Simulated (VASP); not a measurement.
# A VASP study of SrCl2 (PBE + D3(BJ)): structure first, properties next, part 2 of 2

What structure does SrCl2 take at this level, and what are its properties? The start is a cell from a database of measured crystal structures.

VASP 6.6.1; PBE with D3(BJ); plane waves and PAW (Sr_sv, Cl).

So far, gap on the k-mesh (eV): step 2 (full relaxation (PBE + D3(BJ))) 5.36. The relaxed cell has a = 6.962 Å (conventional setting).

### 4. Band structure (PBE + D3(BJ))

The mesh alone shows little of the dispersion and can miss band extrema, so KPOINTS_OPT adds a path through the symmetry points after the self-consistent cycle.

Input file INCAR:

```
SYSTEM = SrCl2
PREC = Accurate
ENCUT = 400
EDIFF = 1E-06
NELM = 100
ISMEAR = 0
SIGMA = 0.05
LREAL = .FALSE.
ALGO = Normal
GGA = PE
IVDW = 12
LORBIT = 11
LWAVE = .FALSE.
LCHARG = .FALSE.
```

Input file POSCAR:

```
SrCl2
1.0
    0.0000000000      3.4811735938      3.4811735938
    3.4811735938      0.0000000000      3.4811735938
    3.4811735938      3.4811735938      0.0000000000
Sr Cl
1 2
Direct
    0.0000000000      0.0000000000      0.0000000000
    0.7500000000      0.7500000000      0.7500000000
    0.2500000000      0.2500000000      0.2500000000
```

Input file KPOINTS:

```
Automatic mesh
0
Gamma
6 6 6
0 0 0
```

Input file KPOINTS_OPT:

```
Line mode
16
Line-mode
Reciprocal
  0.00000000   0.00000000   0.00000000 GAMMA
  0.50000000   0.00000000   0.50000000 X

  0.50000000   0.00000000   0.50000000 X
  0.50000000   0.25000000   0.75000000 W

  0.50000000   0.25000000   0.75000000 W
  0.37500000   0.37500000   0.75000000 K

  0.37500000   0.37500000   0.75000000 K
  0.00000000   0.00000000   0.00000000 GAMMA

  0.00000000   0.00000000   0.00000000 GAMMA
  0.50000000   0.50000000   0.50000000 L

  0.50000000   0.50000000   0.50000000 L
  0.62500000   0.25000000   0.62500000 U

  0.62500000   0.25000000   0.62500000 U
  0.50000000   0.25000000   0.75000000 W

  0.50000000   0.25000000   0.75000000 W
  0.50000000   0.50000000   0.50000000 L

  0.50000000   0.50000000   0.50000000 L
  0.37500000   0.37500000   0.75000000 K

  0.62500000   0.25000000   0.62500000 U
  0.50000000   0.00000000   0.50000000 X
```

Potentials, in the order of the species: Sr_sv and Cl (PBE family, release 64).

Run with:

```console
> mpirun -np 1 vasp_std
```

Log:

```text
[... set-up lines as in an earlier step ...]
 entering main loop
       N       E                     dE             d eps       ncg     rms          rms(c)
[... 14 cycles as in an earlier step ...]
   1 F= -.13444285E+02 E0= -.13444285E+02  d E =-.795760E-14
 Start KPOINTS_OPT (optional k-point list driver)
k-point batch [1-16\160]
       N       E                     dE             ncg
DAV:   1    -0.113379410175E+04   -0.65135E+04      512
DAV:   2    -0.334158587333E+04   -0.22078E+04      688
DAV:   3    -0.346658663615E+04   -0.12500E+03      688
DAV:   4    -0.347035992847E+04   -0.37733E+01      896
DAV:   5    -0.347038069260E+04   -0.20764E-01      696
DAV:   6    -0.347038121932E+04   -0.52672E-03      776
DAV:   7    -0.347038122829E+04   -0.89703E-05      768
DAV:   8    -0.347038122841E+04   -0.12150E-06      608
[...]
k-point batch [145-160\160]
       N       E                     dE             ncg
DAV:   1    -0.118232728433E+04   -0.11117E+05      512
DAV:   2    -0.334478896847E+04   -0.21625E+04      680
DAV:   3    -0.346262708837E+04   -0.11784E+03      752
DAV:   4    -0.346639120428E+04   -0.37641E+01      872
DAV:   5    -0.346643572078E+04   -0.44516E-01      760
DAV:   6    -0.346643628094E+04   -0.56017E-03      768
DAV:   7    -0.346643630392E+04   -0.22978E-04      816
DAV:   8    -0.346643630423E+04   -0.31344E-06      608
```

Wall time 69 s (1 MPI rank of Intel Xeon Platinum 8375C at 2.90GHz (Ice Lake), shared host); peak memory 0.2 GiB.

From OUTCAR (step 4):

```text
The static configuration has the point symmetry O_h .

 Found     16 irreducible k-points:

   NELECT =      24.0000    total number of electrons

 E-fermi :   0.4427

 Edisp (eV)   -0.66858

[... 20 parts as in an earlier step ...]
```

This step gave:

```
least gap on mesh and path        : 5.359 eV
least direct gap on mesh and path : 5.501 eV
```

The electronic bands at the labelled points (eV, zero at the valence-band top; v1 is the highest filled band, c1 the lowest empty one):

```csv
point,v4,v3,v2,v1,c1,c2
Γ,-2.15,-0.34,-0.34,-0.34,5.36,6.09
0.47 of the way,-1.62,-1.32,-0.33,-0.33,6.08,6.59
X,-1.89,-0.41,-0.41,0.00,5.50,7.05
0.53 of the way,-1.68,-0.70,-0.37,-0.05,5.82,7.09
W,-1.22,-1.22,-0.32,-0.10,6.23,7.01
0.47 of the way,-1.49,-0.95,-0.38,-0.11,6.09,7.17
K,-1.73,-0.72,-0.54,-0.11,5.95,7.14
0.47 of the way,-1.41,-1.37,-1.04,-0.30,6.36,6.69
Γ,-2.15,-0.34,-0.34,-0.34,5.36,6.09
0.53 of the way,-1.74,-0.98,-0.68,-0.68,6.52,6.52
L,-1.51,-1.33,-1.06,-1.06,6.72,6.72
0.53 of the way,-1.62,-0.96,-0.80,-0.50,6.31,6.96
U,-1.73,-0.72,-0.54,-0.11,5.95,7.14
0.53 of the way,-1.49,-0.95,-0.38,-0.11,6.09,7.17
W,-1.22,-1.22,-0.32,-0.10,6.23,7.01
0.53 of the way,-1.43,-1.16,-0.61,-0.57,6.34,6.91
L,-1.51,-1.33,-1.06,-1.06,6.72,6.72
0.47 of the way,-1.61,-0.98,-0.87,-0.58,6.37,6.91
K,-1.73,-0.72,-0.54,-0.11,5.95,7.14
jump to U,-1.73,-0.72,-0.54,-0.11,5.95,7.14
0.53 of the way,-1.86,-0.48,-0.44,-0.02,5.63,7.07
X,-1.89,-0.41,-0.41,0.00,5.50,7.05
```

Of the projections kept (Sr, Cl), the largest for each band there; the rest of the weight can lie on other orbitals:

| point | v4 | v3 | v2 | v1 | c1 | c2 |
| --- | --- | --- | --- | --- | --- | --- |
| Γ | Cl 0.93 | Cl 0.99 | Cl 0.99 | Cl 0.99 | Cl 0.60 | Sr 1.00 |
| X | Cl 0.95 | Cl 0.96 | Cl 0.96 | Cl 1.00 | Sr 0.91 | Sr 0.88 |
| W | Cl 0.96 | Cl 0.96 | Cl 0.96 | Cl 1.00 | Sr 0.76 | Sr 1.00 |
| K | Cl 0.95 | Cl 0.96 | Cl 0.97 | Cl 0.99 | Sr 0.84 | Sr 0.88 |
| Γ | Cl 0.93 | Cl 0.99 | Cl 0.99 | Cl 0.99 | Cl 0.60 | Sr 1.00 |
| L | Cl 0.96 | Cl 0.97 | Cl 0.97 | Cl 0.97 | Sr 0.97 | Sr 0.97 |

The electronic bands as a text plot (rows in eV):

```
    7.2 |      +++++++++++++                 ++++++++      ++++++
    6.7 |    ++             ++         ++++++        ++++++
    6.3 |++++        ++   ++++++++ ++++     ++   ++++++   +++
    5.9 |  +++++   ++  +++      + + +         +++            ++
    5.5 |++     +++              +++                           ++
    5.0 |
    4.6 |
    4.2 |
    3.8 |
    3.3 |
    2.9 |
    2.5 |
    2.1 |
    1.7 |
    1.2 |
    0.8 |
    0.4 |
    0.0 |       ***********                   ******         ****
   -0.5 |***************** ***********      **********     ******
   -0.9 |  *  *     ** *********     *************    ********
   -1.3 |   **       ***   ***         ****      *********
   -1.7 |  ***  *****   ********     ************     ***********
   -2.1 |*******   ******  ***********      ** *******     *
   -2.6 |      ************                   ******        *****
         Γ       X    W  K        Γ      L     U  W     L   K|U X
```

The path finds the gap of the mesh within 0.02 eV, so the mesh comes close to both band edges.

### 5. Density of states (PBE + D3(BJ))

A density of states needs more k-points than a total energy; ISMEAR = -5 takes tetrahedra, and LORBIT projects the states on the PAW spheres. The mesh is finer than in the run before.

INCAR, as its differences from that of step 4:

```diff
@@ -5,3 +5,3 @@
 NELM = 100
-ISMEAR = 0
+ISMEAR = -5
 SIGMA = 0.05
@@ -14 +14,2 @@
 LCHARG = .FALSE.
+NEDOS = 2001
```

POSCAR is that of step 4.

Input file KPOINTS:

```
Automatic mesh
0
Gamma
8 8 8
0 0 0
```

Run with:

```console
> mpirun -np 1 vasp_std
```

Log:

```text
[... set-up lines as in an earlier step ...]
 entering main loop
       N       E                     dE             d eps       ncg     rms          rms(c)
DAV:   1     0.131394340786E+03    0.13139E+03   -0.10227E+04   928   0.110E+03
DAV:   2    -0.550210840598E+01   -0.13690E+03   -0.13458E+03  1224   0.228E+02
DAV:   3    -0.128663780460E+02   -0.73643E+01   -0.73579E+01  1360   0.581E+01
DAV:   4    -0.130498330405E+02   -0.18345E+00   -0.18341E+00  1552   0.745E+00
DAV:   5    -0.130520252385E+02   -0.21922E-02   -0.21922E-02  1368   0.658E-01    0.132E+01
DAV:   6    -0.127586220420E+02    0.29340E+00   -0.77093E-01  1248   0.506E+00    0.856E+00
DAV:   7    -0.127687204209E+02   -0.10098E-01   -0.45370E-01  1400   0.418E+00    0.202E+00
DAV:   8    -0.127728413904E+02   -0.41210E-02   -0.64154E-02  1168   0.149E+00    0.324E-01
DAV:   9    -0.127742994558E+02   -0.14581E-02   -0.25532E-03  1320   0.314E-01    0.119E-01
DAV:  10    -0.127756026098E+02   -0.13032E-02   -0.11119E-03  1088   0.217E-01    0.316E-02
DAV:  11    -0.127756879735E+02   -0.85364E-04   -0.10737E-04  1448   0.593E-02    0.391E-02
DAV:  12    -0.127756978206E+02   -0.98471E-05   -0.14147E-05  1192   0.213E-02    0.129E-02
DAV:  13    -0.127757010272E+02   -0.32065E-05   -0.83301E-06  1224   0.158E-02    0.382E-03
DAV:  14    -0.127757009271E+02    0.10004E-06   -0.32352E-07   952   0.401E-03
   1 F= -.13444281E+02 E0= -.13444281E+02  d E =0.000000E+00
```

The job ended after 22 s (1 MPI rank; peak memory 0.19 GiB).

OUTCAR, selected parts (step 5):

```text
   k-points           NKPTS =     29   k-points in BZ     NKDIM =     29   number of bands    NBANDS=     16

   NELECT =      24.0000    total number of electrons

 E-fermi :   0.2021

 k-point     2 :       0.1250    0.0000    0.0000
  band No.  band energies     occupation
    ...
      8      -1.8946      2.00000
      9      -1.8425      2.00000
     10      -0.3336      2.00000
     11      -0.2329      2.00000
     12      -0.2329      2.00000
     13       5.9071      0.00000
     14       6.4142      0.00000
     15       6.4142      0.00000
     16       8.4680      0.00000

 Edisp (eV)   -0.66858

  Total      -0.00909    -0.00909    -0.00909     0.00000     0.00000     0.00000
  in kB      -0.17260    -0.17260    -0.17260     0.00000     0.00000     0.00000
  external pressure =       -0.17 kB  Pullay stress =        0.00 kB

 POSITION                                       TOTAL-FORCE (eV/Angst)
 -----------------------------------------------------------------------------------
      0.00000      0.00000      0.00000        -0.000000     -0.000000     -0.000000
      5.22176      5.22176      5.22176         0.000000      0.000000     -0.000000
      1.74059      1.74059      1.74059        -0.000000     -0.000000      0.000000
 -----------------------------------------------------------------------------------
    total drift:                                0.000000     -0.000000      0.000000

  FREE ENERGIE OF THE ION-ELECTRON SYSTEM (eV)
  ---------------------------------------------------
  free  energy   TOTEN  =       -13.4442806940 eV

  energy  without entropy=      -13.4442806940  energy(sigma->0) =      -13.44428069

[... 9 parts as in an earlier step ...]

[... 7 further parts left out ...]
```

Numbers from this step:

| Property | Result |
| --- | --- |
| irreducible k-points | 29 |
| Fermi energy | 0.2021 eV |
| pressure | -0.01726 GPa |

The density of states has structure finer than the step of the table below, so its rows give means over 0.5 eV, whole bins alone (the curve runs from -12.0 to 7.20 eV). Peaks (eV: height): total -2.07: 10.4, -1.98: 10.8, -0.41: 12.2, 6.25: 5.71, 7.11: 7.91; Cl p -1.98: 5.90, -0.41: 8.18; Sr d 6.25: 1.68, 7.11: 3.29.

States under -12.0 eV and over 7.2 eV are left out. Density of states against energy, zero at the valence-band top; means over each step; values in states/eV/cell:

```csv
energy (eV),total,Cl p,Sr d
-3.5,0,0,0
-3.0,0.00973,0.00475,7.3e-5
-2.5,1.53,0.775,0.00927
-2.0,6.98,3.79,0.106
-1.5,3.74,2.13,0.0558
-1.0,4.52,2.78,0.0485
-0.5,6.45,4.27,0.0740
0.0,0.766,0.534,0.00476
0.5,0,0,0
1.0,0,0,0
1.5,0,0,0
2.0,0,0,0
2.5,0,0,0
3.0,0,0,0
3.5,0,0,0
4.0,0,0,0
4.5,0,0,0
5.0,0,0,0
5.5,0.182,0.00602,0.0339
6.0,2.29,0.102,0.592
6.5,3.09,0.107,1.01
```

The gap on this mesh is 5.36 eV. In the top eV of the valence band the largest shares in the PAW spheres are Cl p 66 %. The rest lies in smaller channels or between the spheres.

### 6. Core levels (PBE + D3(BJ))

Core levels shift with the potential at each site, so they tell like atoms on unlike sites apart.

INCAR, as its differences from that of step 5:

```diff
@@ -5,3 +5,3 @@
 NELM = 100
-ISMEAR = -5
+ISMEAR = 0
 SIGMA = 0.05
@@ -14,2 +14,2 @@
 LCHARG = .FALSE.
-NEDOS = 2001
+ICORELEVEL = 1
```

POSCAR is that of step 5.

Input file KPOINTS:

```
Automatic mesh
0
Gamma
6 6 6
0 0 0
```

Run with:

```console
> mpirun -np 1 vasp_std
```

Log:

```text
[... set-up lines as in an earlier step ...]
 entering main loop
       N       E                     dE             d eps       ncg     rms          rms(c)
[... 14 cycles as in an earlier step ...]
   1 F= -.13444285E+02 E0= -.13444285E+02  d E =-.795760E-14
```

It took 13 s on 1 MPI rank; peak memory 0.18 GiB.

OUTCAR, selected parts (step 6):

```text
   NELECT =      24.0000    total number of electrons

 the core state eigenenergies are
   1-  1s -15927.1037  2s  -2149.6644  2p  -1909.0572  3s   -325.6442  3p   -248.0137
       3d   -119.9103
   2-  1s  -2741.8973  2s   -243.6088  2p   -182.5147
   3-  1s  -2741.8973  2s   -243.6088  2p   -182.5147

 E-fermi :   0.4427

 Edisp (eV)   -0.66858

[... 19 parts as in an earlier step ...]

[... 2 further parts left out ...]
```

These are scalar-relativistic Kohn-Sham levels of the ground state, with no core hole, so they are not binding energies.

This step gave:

- irreducible k-points: 16
- Fermi energy: 0.4427 eV
- pressure: -0.01731 GPa

Kohn-Sham core levels, initial state. Core levels, by row:

```csv
atom,shell,level below the valence-band top (eV)
Sr1,1s,15927
Sr1,2s,2150
Sr1,2p,1909
Sr1,3s,325.8
Sr1,3p,248.2
Sr1,3d,120.1
Cl2,1s,2742
Cl2,2s,243.8
Cl2,2p,182.7
Cl3,1s,2742
Cl3,2s,243.8
Cl3,2p,182.7
```

Atoms of one element give levels within 0.1 eV of each other.

### 7. Field gradients at the nuclei (PBE + D3(BJ))

Field gradients probe how far the charge around each nucleus departs from cubic symmetry; LASPH keeps the non-spherical terms inside the spheres.

INCAR, as its differences from that of step 6:

```diff
@@ -3,3 +3,3 @@
 ENCUT = 400
-EDIFF = 1E-06
+EDIFF = 1E-07
 NELM = 100
@@ -14,2 +14,3 @@
 LCHARG = .FALSE.
-ICORELEVEL = 1
+LEFG = .TRUE.
+LASPH = .TRUE.
```

POSCAR is that of step 6.

KPOINTS is that of step 6.

Run with:

```console
> mpirun -np 1 vasp_std
```

Log:

```text
[... set-up lines as in an earlier step ...]
 entering main loop
       N       E                     dE             d eps       ncg     rms          rms(c)
[... 1 cycle as in an earlier step ...]
DAV:   2    -0.521201848463E+01   -0.13751E+03   -0.13448E+03   672   0.228E+02
DAV:   3    -0.128330712020E+02   -0.76211E+01   -0.76140E+01   728   0.586E+01
[... 1 cycle as in an earlier step ...]
DAV:   5    -0.130520280325E+02   -0.13781E-02   -0.13780E-02   736   0.641E-01    0.132E+01
DAV:   6    -0.127586528954E+02    0.29338E+00   -0.77198E-01   672   0.506E+00    0.856E+00
DAV:   7    -0.127687041863E+02   -0.10051E-01   -0.45249E-01   784   0.417E+00    0.201E+00
DAV:   8    -0.127728151037E+02   -0.41109E-02   -0.63976E-02   632   0.148E+00    0.314E-01
DAV:   9    -0.127743472928E+02   -0.15322E-02   -0.25802E-03   752   0.316E-01    0.117E-01
DAV:  10    -0.127756109422E+02   -0.12636E-02   -0.10877E-03   568   0.214E-01    0.318E-02
DAV:  11    -0.127756973870E+02   -0.86445E-04   -0.11040E-04   800   0.600E-02    0.395E-02
DAV:  12    -0.127757060352E+02   -0.86483E-05   -0.12687E-05   656   0.202E-02    0.143E-02
DAV:  13    -0.127757093894E+02   -0.33542E-05   -0.98138E-06   640   0.169E-02    0.364E-03
DAV:  14    -0.127757092863E+02    0.10306E-06   -0.38307E-07   656   0.417E-03    0.314E-03
DAV:  15    -0.127757092808E+02    0.55345E-08   -0.25499E-08   552   0.113E-03
ion   1
     0.0000000    -0.0000000    -0.0000000    -0.0000000     0.0000000    -0.0000000
     0.0000516    -0.0000000    -0.0000000    -0.0000000     0.0000000    -0.0000000
     0.0000711    -0.0000000    -0.0000000    -0.0000000     0.0000000    -0.0000000
     0.0000979    -0.0000000    -0.0000000    -0.0000000     0.0000000    -0.0000000
     0.0001348    -0.0000000    -0.0000000    -0.0000000     0.0000000    -0.0000000

     0.0000000    -0.0000000    -0.0000000    -0.0000000    -0.0000000    -0.0000000
     0.0000516    -0.0000000    -0.0000000    -0.0000000    -0.0000000    -0.0000000
     0.0000711    -0.0000000    -0.0000000    -0.0000000    -0.0000000    -0.0000000
     0.0000979    -0.0000000    -0.0000000    -0.0000000    -0.0000000    -0.0000000
     0.0001348    -0.0000000    -0.0000000    -0.0000000    -0.0000000    -0.0000000

ion   2
     0.0000000    -0.0000000     0.0000000    -0.0000000     0.0000000     0.0000000
     0.0000382    -0.0000000     0.0000000    -0.0000000     0.0000000     0.0000000
     0.0000526    -0.0000000     0.0000000    -0.0000000     0.0000000     0.0000000
     0.0000724    -0.0000000     0.0000000    -0.0000000     0.0000000     0.0000000
     0.0000997    -0.0000000     0.0000000    -0.0000000     0.0000000     0.0000000

     0.0000000    -0.0000000     0.0000000    -0.0000000     0.0000000     0.0000000
     0.0000382    -0.0000000     0.0000000    -0.0000000     0.0000000     0.0000000
     0.0000526    -0.0000000     0.0000000    -0.0000000     0.0000000     0.0000000
     0.0000724    -0.0000000     0.0000000    -0.0000000     0.0000000     0.0000000
     0.0000997    -0.0000000     0.0000000    -0.0000000     0.0000000     0.0000000

ion   3
     0.0000000    -0.0000000     0.0000000     0.0000000    -0.0000000    -0.0000000
     0.0000382    -0.0000000     0.0000000     0.0000000    -0.0000000    -0.0000000
     0.0000526    -0.0000000     0.0000000     0.0000000    -0.0000000    -0.0000000
     0.0000724    -0.0000000     0.0000000     0.0000000    -0.0000000    -0.0000000
     0.0000997    -0.0000000     0.0000000     0.0000000    -0.0000000    -0.0000000

     0.0000000    -0.0000000     0.0000000     0.0000000    -0.0000000    -0.0000000
     0.0000382    -0.0000000     0.0000000     0.0000000    -0.0000000    -0.0000000
     0.0000526    -0.0000000     0.0000000     0.0000000    -0.0000000    -0.0000000
     0.0000724    -0.0000000     0.0000000     0.0000000    -0.0000000    -0.0000000
     0.0000997    -0.0000000     0.0000000     0.0000000    -0.0000000    -0.0000000

   1 F= -.13444289E+02 E0= -.13444289E+02  d E =-.794410E-14
```

It took 14 s on 1 MPI rank; peak memory 0.18 GiB.

From OUTCAR (step 7):

```text
   NELECT =      24.0000    total number of electrons

 E-fermi :   0.4426

 k-point     1 :       0.0000    0.0000    0.0000
  band No.  band energies     occupation
    ...
      8      -1.9531      2.00000
      9      -1.9531      2.00000
     10      -0.1450      2.00000
     11      -0.1450      2.00000
     12      -0.1450      2.00000
     13       5.5533      0.00000
     14       6.2881      0.00000
     15       6.2881      0.00000
     16       9.2390      0.00000

 Edisp (eV)   -0.66858

  Total      -0.00819    -0.00819    -0.00819     0.00000     0.00000     0.00000
  in kB      -0.15554    -0.15554    -0.15554     0.00000     0.00000     0.00000
  external pressure =       -0.16 kB  Pullay stress =        0.00 kB

 POSITION                                       TOTAL-FORCE (eV/Angst)
 -----------------------------------------------------------------------------------
      0.00000      0.00000      0.00000        -0.000000     -0.000000     -0.000000
      5.22176      5.22176      5.22176         0.000000      0.000000      0.000000
      1.74059      1.74059      1.74059        -0.000000     -0.000000     -0.000000
 -----------------------------------------------------------------------------------
    total drift:                                0.000000     -0.000000      0.000000

  FREE ENERGIE OF THE ION-ELECTRON SYSTEM (eV)
  ---------------------------------------------------
  free  energy   TOTEN  =       -13.4442890477 eV

  energy  without entropy=      -13.4442890477  energy(sigma->0) =      -13.44428905

 Electric field gradients after diagonalization (V/A^2)
 (convention: |V_zz| > |V_xx| > |V_yy|)
----------------------------------------------------------------------
 ion       V_xx      V_yy      V_zz     asymmetry (V_yy - V_xx)/ V_zz
----------------------------------------------------------------------
   1       0.000     0.000    -0.000       0.000
   2       0.001     0.001    -0.001       0.000
   3       0.001     0.001    -0.001       0.000
----------------------------------------------------------------------

[... 9 parts as in an earlier step ...]

[... 8 further parts left out ...]
```

This step gave:

```yaml
scf_cycles: 15
fermi_energy: 0.4426 eV
pressure: -0.01555 GPa
```

Electric field gradients, by row:

| atom | Vxx (V/Å²) | Vyy (V/Å²) | Vzz (V/Å²) | asymmetry |
| --- | --- | --- | --- | --- |
| Sr1 | 0 | 0 | 0 | - |
| Cl2 | 0.001 | 0.001 | -0.001 | - |
| Cl3 | 0.001 | 0.001 | -0.001 | - |

All gradients vanish within the noise.

The run ends at a pressure of -0.02 GPa.

### 8. Summary of results

* relaxed volume: 28.12 Å³/atom
* relaxed conventional cell a, b, c: 6.962, 6.962, 6.962 Å
* space group after relaxing, within 0.02 Å: Fm-3m (No. 225)
* band gap: 5.36 eV, indirect (least direct gap of that run 5.50 eV)
* gap among the points of the DOS mesh alone, an upper bound: 5.36 eV
* shallowest level of the frozen cores: Sr1 3d, 120.1 eV deep
* largest field gradient Vzz: zero within the noise on all sites

**Reading.** With PBE + D3(BJ), SrCl2 relaxes to 28.12 Å³/atom in space group Fm-3m (held by the symmetry of the run) and has an indirect gap of 5.36 eV. Against the listed cell the volume lies -0.6 %. Band structure (PBE + D3(BJ)): The path shows an indirect gap of 5.36 eV (valence top at X, conduction bottom at Γ). The least direct gap is 5.50 eV. Semilocal functionals usually underestimate gaps. Spin-orbit coupling is left out; it would split some degenerate bands. No search among competing phases was made, and a listed structure need not be the one stable at ambient conditions. All values are for a static lattice at zero temperature.

[Lines on the potential files, build, host, timing and source positions are cut from VASP's logs without a mark.]

[Logs are printed without paths, hosts, clocks, repeated set-up lines and the standing remarks that a program may print on its own settings, such as how far it seeks lower states.]

[Hosts, paths, dates, database ids (printed as entryN), source tags and the programs' standing remarks are cut or masked in the printed files.]

[A measured line is paired with the nearest computed mode of its activity, which favours agreement.]
